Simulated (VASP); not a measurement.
# CdTe: excitons from the Bethe-Salpeter equation, part 2 of 3

What does the electron-hole attraction do to the spectrum of CdTe? The cell is of the zinc-blende type, one of the forms listed for this formula. The start is a cell from a database of measured crystal structures.

VASP 6.6.1, plane waves and PAW; the level of theory is named at each step.

So far. Step 2 (Ground state): The cell has a gap of 0.762 eV on mesh and path and a pressure of +2.5 GPa, which holds the misfit of the given cell and coordinates with this functional, and any error of cutoff, mesh and data sets. Spin-orbit coupling is left out, which can shift or reorder these edges. Step 3 (Empty bands): WAVECAR now holds 160 bands for 18 electrons.

### Step 4. G0W0

This step: G0W0 on PBE; plane waves and PAW (Cd_GW, Te_GW) (VASP 6.6.1).

G0W0 keeps orbitals and screening fixed and shifts each of the lowest NBANDSGW levels once. LWAVE keeps the quasiparticle levels in WAVECAR, and the W files hold the screened interaction for the next step.

INCAR reads:

```
SYSTEM = CdTe
PREC = Accurate
ENCUT = 300
ISMEAR = 0
SIGMA = 0.01
LREAL = .FALSE.
GGA = PE
NBANDS = 160
ALGO = EVGW0
NELMGW = 1
ENCUTGW = 100
NOMEGA = 48
PRECFOCK = Fast
NBANDSGW = 24
LWAVE = .TRUE.
LCHARG = .FALSE.
```

POSCAR reads:

```
CdTe
1.0
    0.0000000000      3.2400000000      3.2400000000
    3.2400000000      0.0000000000      3.2400000000
    3.2400000000      3.2400000000      0.0000000000
Cd Te
1 1
Direct
    0.0000000000      0.0000000000      0.0000000000
    0.2500000000      0.2500000000      0.2500000000
```

KPOINTS reads:

```
Automatic mesh
0
Gamma
6 6 6
0 0 0
```

PAW data sets: Cd_GW and Te_GW (PBE family, release 64).

The run is started by

```sh
> mpirun -np 8 vasp_std
```

What it wrote:

```text
[banner, memory and clock lines left out]
running    8 mpi-ranks, on    1 nodes
 distrk:  each k-point on    8 cores,    1 groups
 distr:  one band on    1 cores,    8 groups

 POSCAR found type information on POSCAR CdTe
 POSCAR found :  2 types and       2 ions
 [... a notice as in an earlier step ...]

|                                                                             |
|           W    W    AA    RRRRR   N    N  II  N    N   GGGG   !!!           |
|           W    W   A  A   R    R  NN   N  II  NN   N  G    G  !!!           |
|           W    W  A    A  R    R  N N  N  II  N N  N  G       !!!           |
|           W WW W  AAAAAA  RRRRR   N  N N  II  N  N N  G  GGG   !            |
|           WW  WW  A    A  R   R   N   NN  II  N   NN  G    G                |
|           W    W  A    A  R    R  N    N  II  N    N   GGGG   !!!           |
|                                                                             |
|     The default for ENCUTGWSOFT is different in this version of VASP.       |
|     please manually set ENCUTGWSOFT =100 in the INCAR file.                 |
|                                                                             |

 LDA part: xc-table for (Slater+PW92), standard interpolation
 found WAVECAR, reading the header
 POSCAR, INCAR and KPOINTS ok, starting setup
 FFT: planning ... GRIDC
 FFT: planning ... GRID_SOFT
 FFT: planning ... GRID
 reading WAVECAR
 the WAVECAR file was read successfully
 initial charge from wavefunction
 available memory per node:     91.51 GB, setting MAXMEM to     93704

 The Fermi energy was updated, please check that it is located mid-gap
 values below the HOMO (VB) or above the LUMO (CB) will cause erroneous energies
 E-fermi :   3.7050

 calculate exact exchange contribution
 the WAVEDER file was read successfully
energies w=
    0.000    0.000    0.341    0.000    0.680    0.000    1.017    0.000
    1.349    0.000    1.677    0.000    2.000    0.000    2.316    0.000
    2.627    0.000    2.932    0.000    3.231    0.000    3.526    0.000
    3.816    0.000    4.103    0.000    4.387    0.000    4.670    0.000
    4.953    0.000    5.236    0.000    5.522    0.000    5.811    0.000
    6.105    0.000    6.406    0.000    6.715    0.000    7.035    0.000
    7.368    0.000    7.716    0.000    8.083    0.000    8.473    0.000
    8.888    0.000    9.337    0.000    9.823    0.000   10.355    0.000
   10.944    0.000   11.600    0.000   12.342    0.000   13.188    0.000
   14.168    0.000   15.319    0.000   16.694    0.000   18.370    0.000
   20.462    0.000   23.148    0.000   26.722    0.000   31.710    0.000
   39.143    0.000   51.365    0.000   75.101    0.000  140.681    0.000
 responsefunction array rank=     176
 LDA part: xc-table for (Slater+PW92), standard interpolation

 min. memory requirement per mpi rank    264.3 MB, per node   2114.3 MB

 allocating   6 responsefunctions rank=   176
 shmem allocating  48 responsefunctions rank=   176
 response function shared by NCSHMEM nodes    1
 Doing            6  frequencies on each core in blocks of           48
NQ=   1    0.0000    0.0000    0.0000,
|.........|.........|.........|.........|.........|.........|.........|.........
 performed        709000 updates of chi_q(r,r)
 total number of BLAS operations        162.22 Gflops
NQ=   2    0.1667    0.0000    0.0000,
|.........|.........|.........|.........|.........|.........|.........|.........
 performed       1941000 updates of chi_q(r,r)
 total number of BLAS operations        392.98 Gflops
NQ=   3    0.3333    0.0000    0.0000,
|.........|.........|.........|.........|.........|.........|.........|.........
 performed       3173000 updates of chi_q(r,r)
 total number of BLAS operations        623.74 Gflops
NQ=   4    0.5000    0.0000    0.0000,
|.........|.........|.........|.........|.........|.........|.........|.........
 performed       4220000 updates of chi_q(r,r)
 total number of BLAS operations        827.75 Gflops
NQ=   5    0.1667    0.1667    0.0000,
|.........|.........|.........|.........|.........|.........|.........|.........
 performed       5452000 updates of chi_q(r,r)
 total number of BLAS operations       1083.27 Gflops
NQ=   6    0.3333    0.1667    0.0000,
|.........|.........|.........|.........|.........|.........|.........|.........
 performed       7344000 updates of chi_q(r,r)
 total number of BLAS operations       1433.10 Gflops
NQ=   7    0.5000    0.1667    0.0000,
|.........|.........|.........|.........|.........|.........|.........|.........
 performed       9236000 updates of chi_q(r,r)
 total number of BLAS operations       1811.09 Gflops
NQ=   8   -0.3333    0.1667    0.0000,
|.........|.........|.........|.........|.........|.........|.........|.........
 performed      11128000 updates of chi_q(r,r)
 total number of BLAS operations       2184.31 Gflops
NQ=   9   -0.1667    0.1667    0.0000,
|.........|.........|.........|.........|.........|.........|.........|.........
 performed      12774000 updates of chi_q(r,r)
 total number of BLAS operations       2496.78 Gflops
NQ=  10    0.3333    0.3333    0.0000,
|.........|.........|.........|.........|.........|.........|.........|.........
 performed      14006000 updates of chi_q(r,r)
 total number of BLAS operations       2727.54 Gflops
NQ=  11    0.5000    0.3333    0.0000,
|.........|.........|.........|.........|.........|.........|.........|.........
 performed      15898000 updates of chi_q(r,r)
 total number of BLAS operations       3077.37 Gflops
NQ=  12   -0.3333    0.3333    0.0000,
|.........|.........|.........|.........|.........|.........|.........|.........
 performed      17544000 updates of chi_q(r,r)
 total number of BLAS operations       3431.73 Gflops
NQ=  13    0.5000    0.5000    0.0000,
|.........|.........|.........|.........|.........|.........|.........|.........
 performed      18484000 updates of chi_q(r,r)
 total number of BLAS operations       3601.00 Gflops
NQ=  14    0.5000    0.3333    0.1667,
|.........|.........|.........|.........|.........|.........|.........|.........
 performed      20607000 updates of chi_q(r,r)
 total number of BLAS operations       3983.16 Gflops
NQ=  15   -0.3333    0.3333    0.1667,
|.........|.........|.........|.........|.........|.........|.........|.........
 performed      22607000 updates of chi_q(r,r)
 total number of BLAS operations       4372.57 Gflops
NQ=  16   -0.3333    0.5000    0.1667,
|.........|.........|.........|.........|.........|.........|.........|.........
 performed      24261000 updates of chi_q(r,r)
 total number of BLAS operations       4703.02 Gflops
 resolving degeneracies of screened two electron integrals

 calculate QP shifts <psi_nk| G(iteration)W_0 |psi_nk>: iteration 1
 writing wavefunctions
 entering main loop
```

It took 6.8 min on 8 MPI ranks of AMD EPYC 7R43, shared host; peak memory 2.2 GiB.

Parts of OUTCAR (step 4):

```text
The static configuration has the point symmetry T_d .

 Found     16 irreducible k-points:

   k-points           NKPTS =     16   k-points in BZ     NKDIM =    216   number of bands    NBANDS=    160

   NELECT =      18.0000    total number of electrons

 E-fermi :   3.7050

 QP shifts <psi_nk| G(iteration)W_0 |psi_nk>: iteration 1
 for sc-GW calculations column KS-energies equals QP-energies in previous step
 and V_xc(KS)=  KS-energies - (<T + V_ion + V_H > + <T+V_H+V_ion>^1  + <V_x>^1)
 k-point   1 :       0.0000    0.0000    0.0000
  band No.  KS-energies  QP-energies   sigma(KS)   V_xc(KS)     V^pw_x(r,r')   Z            occupation Imag(sigma)
    ...
      6      -4.6910      -6.4447     -18.0328     -15.4991     -23.1802       0.6922       2.0000       0.2523
      7       3.3240       2.7815     -12.0185     -11.2970     -13.1502       0.7518       2.0000       0.0915
      8       3.3240       2.7815     -12.0185     -11.2970     -13.1502       0.7518       2.0000       0.0915
      9       3.3240       2.7815     -12.0185     -11.2970     -13.1502       0.7518       2.0000       0.0915
     10       4.0859       4.3062      -9.3891      -9.6721      -6.0421       0.7786       0.0000      -0.0201
     11       7.9316       8.0728      -8.7094      -8.8949      -4.7044       0.7609       0.0000      -0.0543
     12       7.9316       8.0728      -8.7094      -8.8949      -4.7044       0.7609       0.0000      -0.0543
     13       7.9316       8.0728      -8.7094      -8.8949      -4.7044       0.7609       0.0000      -0.0543
    ...

 k-point   2 :       0.1667    0.0000    0.0000
  band No.  KS-energies  QP-energies   sigma(KS)   V_xc(KS)     V^pw_x(r,r')   Z            occupation Imag(sigma)
    ...
      6      -4.6919      -6.4429     -18.0292     -15.4969     -23.1787       0.6915       2.0000       0.2526
      7       1.5855       1.0155     -11.3516     -10.5776     -12.6672       0.7364       2.0000       0.1048
      8       3.0957       2.5333     -11.8820     -11.1333     -13.0679       0.7512       2.0000       0.0920
      9       3.0957       2.5333     -11.8820     -11.1333     -13.0679       0.7512       2.0000       0.0920
     10       5.1746       5.3704      -9.6084      -9.8622      -6.2190       0.7713       0.0000      -0.0238
     11       8.0482       8.1499      -8.6376      -8.7713      -4.6352       0.7601       0.0000      -0.0612
     12       8.2705       8.4271      -8.7837      -8.9908      -4.6843       0.7565       0.0000      -0.0603
     13       8.2705       8.4271      -8.7837      -8.9908      -4.6843       0.7565       0.0000      -0.0603
    ...

 k-point   3 :       0.3333    0.0000    0.0000
  band No.  KS-energies  QP-energies   sigma(KS)   V_xc(KS)     V^pw_x(r,r')   Z            occupation Imag(sigma)
    ...
      6      -4.5888      -6.1880     -17.3405     -15.0252     -22.4605       0.6907       2.0000       0.3223
      7      -0.2598      -0.9347     -11.0311     -10.0728     -13.2612       0.7042       2.0000       0.1649
      8       2.7138       2.1229     -11.7010     -10.9090     -13.0048       0.7460       2.0000       0.0941
      9       2.7138       2.1229     -11.7010     -10.9090     -13.0048       0.7460       2.0000       0.0941
     10       5.2452       5.4182      -9.1753      -9.3987      -5.5848       0.7745       0.0000      -0.0299
     11       8.5583       8.6912      -8.6062      -8.7825      -4.4593       0.7536       0.0000      -0.0676
     12       8.5583       8.6912      -8.6062      -8.7825      -4.4593       0.7536       0.0000      -0.0676
     13       9.5785       9.6701      -8.5417      -8.6653      -4.0828       0.7412       0.0000      -0.1205
    ...

[... 7 parts as in an earlier step ...]

[... 5 further parts left out ...]
```

Numbers from this step:

| Item | Value |
| --- | --- |
| quasiparticle gap on the mesh | 1.525 eV |
| smallest direct quasiparticle gap on the mesh | 1.525 eV |
| gap of the starting orbitals on the mesh | 0.7619 eV |

GW takes the gap from 0.762 to 1.525 eV. Spin-orbit coupling is left out. The value holds for 160 bands, ENCUTGW = 100 eV and this mesh, and isn't shown to be converged in them.

### Step 5. BSE, Tamm-Dancoff

This step: BSE on G0W0 on PBE; plane waves and PAW (Cd_GW, Te_GW) (VASP 6.6.1).

The Bethe-Salpeter equation adds the screened attraction of electron and hole to the quasiparticle pairs; ANTIRES = 0 leaves out the coupling to antiresonant pairs.

INCAR reads:

```
SYSTEM = CdTe
PREC = Accurate
ENCUT = 300
ISMEAR = 0
SIGMA = 0.01
LREAL = .FALSE.
GGA = PE
NBANDS = 160
ALGO = BSE
NBANDSO = 5
NBANDSV = 4
OMEGAMAX = 25
NEDOS = 1000
CSHIFT = 0.1
PRECFOCK = Fast
LWAVE = .FALSE.
LCHARG = .FALSE.
ENCUTGW = 100
ANTIRES = 0
```

POSCAR is that of step 4.

KPOINTS is that of step 4.

The run is started by

```sh
> mpirun -np 8 vasp_std
```

What it wrote:

```text
[banner, memory and clock lines left out]
running    8 mpi-ranks, on    1 nodes
 distrk:  each k-point on    8 cores,    1 groups
 distr:  one band on    1 cores,    8 groups

 POSCAR found type information on POSCAR CdTe
 POSCAR found :  2 types and       2 ions
|                                                                             |
|           W    W    AA    RRRRR   N    N  II  N    N   GGGG   !!!           |
|           W    W   A  A   R    R  NN   N  II  NN   N  G    G  !!!           |
|           W    W  A    A  R    R  N N  N  II  N N  N  G       !!!           |
|           W WW W  AAAAAA  RRRRR   N  N N  II  N  N N  G  GGG   !            |
|           WW  WW  A    A  R   R   N   NN  II  N   NN  G    G                |
|           W    W  A    A  R    R  N    N  II  N    N   GGGG   !!!           |
|                                                                             |
|     For optimal performance we recommend to set                             |
|       NCORE = 2 up to number-of-cores-per-socket                            |
|     NCORE specifies how many cores store one orbital (NPAR=cpu/NCORE).      |
|     This setting can greatly improve the performance of VASP for DFT.       |
|     The default, NCORE=1 might be grossly inefficient on modern             |
|     multi-core architectures or massively parallel machines. Do your        |
|     Unfortunately you need to use the default for GW and RPA                |
|     calculations (for HF NCORE is supported but not extensively tested      |
|     yet).                                                                   |
|                                                                             |

|                                                                             |
|           W    W    AA    RRRRR   N    N  II  N    N   GGGG   !!!           |
|           W    W   A  A   R    R  NN   N  II  NN   N  G    G  !!!           |
|           W    W  A    A  R    R  N N  N  II  N N  N  G       !!!           |
|           W WW W  AAAAAA  RRRRR   N  N N  II  N  N N  G  GGG   !            |
|           WW  WW  A    A  R   R   N   NN  II  N   NN  G    G                |
|           W    W  A    A  R    R  N    N  II  N    N   GGGG   !!!           |
|                                                                             |
|     The default for ENCUTGWSOFT is different in this version of VASP.       |
|     please manually set ENCUTGWSOFT =100 in the INCAR file.                 |
|                                                                             |

 LDA part: xc-table for (Slater+PW92), standard interpolation
 found WAVECAR, reading the header
 POSCAR, INCAR and KPOINTS ok, starting setup
 FFT: planning ... GRIDC
 FFT: planning ... GRID_SOFT
 FFT: planning ... GRID
 reading WAVECAR
 the WAVECAR file was read successfully
 initial charge from wavefunction
 available memory per node:     87.51 GB, setting MAXMEM to     89611

 The Fermi energy was updated, please check that it is located mid-gap
 values below the HOMO (VB) or above the LUMO (CB) will cause erroneous energies
 E-fermi :   3.5439

 the WAVEDER file was read successfully
 responsefunction array rank=     176

 min. memory requirement per mpi rank    184.8 MB, per node   1478.3 MB

 Doing            0  frequencies on each core in blocks of            0
 Found all WFULLXXXX.tmp files
 reading now WFULL0001.tmp
 reading now WFULL0002.tmp
 reading now WFULL0003.tmp
 reading now WFULL0004.tmp
 reading now WFULL0005.tmp
 reading now WFULL0006.tmp
 reading now WFULL0007.tmp
 reading now WFULL0008.tmp
 reading now WFULL0009.tmp
 reading now WFULL0010.tmp
 reading now WFULL0011.tmp
 reading now WFULL0012.tmp
 reading now WFULL0013.tmp
 reading now WFULL0014.tmp
 reading now WFULL0015.tmp
 reading now WFULL0016.tmp
 parallelization over k-points
 Using distributed matrix
 Using distributed eigensolver
 allocating two-electron 4 orbital integral table    5    4    5    4
 BSE setting up matrix
 available memory per node:     87.20 GB, setting MAXMEM to     89292
 Calculate matrix elements of the BSE Hamiltonian:
 Workload is divided into blocks of two-electron 4 orbital integrals computed in
  parallel.
 Each block/integral has dimensions  of (   5,   4,   5,   4) orbitals
 Total number of blocks/integrals:                23436
 Number of spins:                                     1
 Number of kpoints:                                 216
 Spin channel:                                        1
  Number of blocks of unoccupied bands:               1
  Number of blocks of occupied bands:                 1
 Number of rows/columns of blocks:                  216

                                                        Time (sec)
               Integrals                 Ranks       Real         CPU
  [         1 -       1728/     23436]     8         6.03        0.00
  [      1729 -       3456/     23436]     8        11.11        0.00
  [      3457 -       5184/     23436]     8        17.02        0.00
  [      5185 -       6912/     23436]     8        23.10        0.00
  [      6913 -       8640/     23436]     8        29.17        0.00
  [      8641 -      10368/     23436]     8        35.02        0.00
  [     10369 -      12096/     23436]     8        38.59        0.00
  [     12097 -      13824/     23436]     8        41.94        0.00
  [     13825 -      15552/     23436]     8        46.80        0.00
  [     15553 -      17280/     23436]     8        50.33        0.00
  [     17281 -      19008/     23436]     8        52.89        0.00
  [     19009 -      20736/     23436]     8        57.14        0.00
  [     20737 -      22464/     23436]     8        62.77        0.00
  [     22465 -      23328/     23436]     8        65.49        0.00
  [     23329 -      23436/     23436]     8        66.13        0.00

 BSE redistributing all elements
 BSE diagonalizing matrix PDSYEVX_ZHEEVX_DESC
 BSE calculating oscillator strength
```

Elapsed: 88 s, on 8 MPI ranks; peak memory 3.4 GiB; 12 min of CPU time.

From OUTCAR (step 5):

```text
   NELECT =      18.0000    total number of electrons

 E-fermi :   3.5439

[... 8 parts as in an earlier step ...]

[... 2 further parts left out ...]
```

This step gave:

```yaml
lowest_excitation: 1.389 eV
```

The imaginary dielectric function, xx has structure finer than the step of the table below, so its rows give means over 1 eV, whole bins alone (the curve runs from 0 to 25 eV). Peaks (eV: height): 1.4: 21.4, 2.7: 20.3, 3.1: 20.6, 3.7: 11.1, 4.3: 20.7, 4.9: 12.2, 6.4: 9.97.

From 5 filled and 4 empty bands alone, without any pair above OMEGAMAX = 25 eV, so strength is missing wherever others contribute; lines are broadened by CSHIFT, which also makes the tail under the first line. Imaginary dielectric function, xx against photon energy; means over each step:

photon energy (eV), imaginary dielectric function, xx and a bar:
```
        1        5.0 ##############
        2        2.7 #######
        3       10.9 ##############################
        4       10.0 ############################
        5        7.9 ######################
        6        6.6 ##################
        7        4.7 #############
        8        2.6 #######
        9        1.2 ###
       10        0.9 ##
       11        0.3 #
       12        0.4 #
       13        0.1 
       14        0.1 
       15        0.1 
       16        0.1 
       17        0.1 
       18        0.0 
       19        0.0 
       20        0.0 
       21        0.0 
       22        0.0 
       23        0.0 
       24        0.0
```

Some of the lowest 40 states alone, with states under 2.5 meV apart joined, scaled to the strongest line shown. Exciton lines, with heights relative to the strongest:

```tsv
position (eV)	lines merged	oscillator strength
1.389	3	100
2.657	3	91
2.699	3	0.0
2.705	2	0.0
2.713	8	0.9
3.120	3	88
3.135	3	0.0
3.142	2	0.0
3.169	8	0.0
```

The lowest excitation lies at 1.389 eV, -136 meV against the direct gap of these orbitals, a distance that this coarse mesh makes far too large. Peak heights aren't converged with the mesh, least of all at the onset.

(Continued in part 3 of 3.)

[Lines on the potential files, build, host, timing and source positions are cut from VASP's logs without a mark.]

[Logs are printed without paths, hosts, clocks, repeated set-up lines and the standing remarks that a program may print on its own settings, such as how far it seeks lower states.]

[Hosts, paths, dates, database ids (printed as entryN), source tags and the programs' standing remarks are cut or masked in the printed files.]

[Pressures printed for these runs are not shown converged in the cutoff: they can be off by several GPa and have the wrong sign.]
